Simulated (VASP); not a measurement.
Data:

```yaml
crystal:
  lattice:
    - [0.00000, 5.66421, 5.66421]
    - [5.66421, 0.00000, 5.66421]
    - [5.66421, 5.66421, 0.00000]
  atoms:
    - { symbol: Cs, position: [0.75000, 0.75000, 0.75000] }
    - { symbol: Cs, position: [0.25000, 0.25000, 0.25000] }
    - { symbol: Ag, position: [0.50000, 0.50000, 0.50000] }
    - { symbol: Bi, position: [0.00000, 0.00000, 0.00000] }
    - { symbol: Br, position: [0.74800, 0.25200, 0.25200] }
    - { symbol: Br, position: [0.25200, 0.74800, 0.74800] }
    - { symbol: Br, position: [0.25200, 0.74800, 0.25200] }
    - { symbol: Br, position: [0.74800, 0.25200, 0.74800] }
    - { symbol: Br, position: [0.25200, 0.25200, 0.74800] }
    - { symbol: Br, position: [0.74800, 0.74800, 0.25200] }
```

Calculation: r2SCAN meta-GGA, VASP's PBE PAW potentials (set 64) (plane waves; VASP 6.6.1). Run with 400 eV cut-off, 3×3×3 Γ-centred mesh, Gaussian smearing of 0.050 eV, potentials Cs_sv Ag Bi_d Br.

Question: What does the run give for the energy per atom (σ→0)?

Answer: 
| Property | Value |
|---|---|
| energy per atom (σ→0) | -2146.9 kJ/mol-atom |

Total energies compare only between runs with the same potentials, cut-off and functional.

The structure comes from a computed database's Cs2AgBiBr6 entry (Fm-3m); how it stands against other phases isn't given here. It was relaxed first. The start is the result of an earlier pass.
